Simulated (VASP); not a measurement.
Ge8H (a cell with a defect) (Germanium), 9 atoms in the cell. The cell holds a defect, 9 atoms: a = 8.001 Å, b = 8.001 Å, c = 4.001 Å, α = 60.00°, β = 60.00°, γ = 60.00°. 

```yaml
Program: VASP 6.6.1
Task: single point
Functional: PBE
Potentials_or_basis: VASP PAW PBE potentials, release 64 (Ge_d, H)
Cutoff: 520 eV
k_mesh: 4 × 4 × 4
Occupations: gaussian, width 0.05 eV
Spin: no spin polarisation
Dipole_correction: no
Further_INCAR_settings: ALGO = Fast; EDIFF = 1e-06; NBANDS = 66
```

Potentials or basis: VASP PAW PBE potentials, release 64 (Ge_d, H).

Run with:

```bash
$ cat potpaw_PBE.64/Ge_d/POTCAR potpaw_PBE.64/H/POTCAR > POTCAR
$ mpirun -np 1 vasp_std > vasp.out
```

Hardware: 1 thread of AMD EPYC 9R45 (Zen 5), with other jobs on the host.

Q: How long does it take, and how much memory?

A: Wall time 3.2 min on 1 thread of AMD EPYC 9R45 (Zen 5) (shared host), peak memory 0.36 GiB. Counts: scf iterations 14, k points 21.
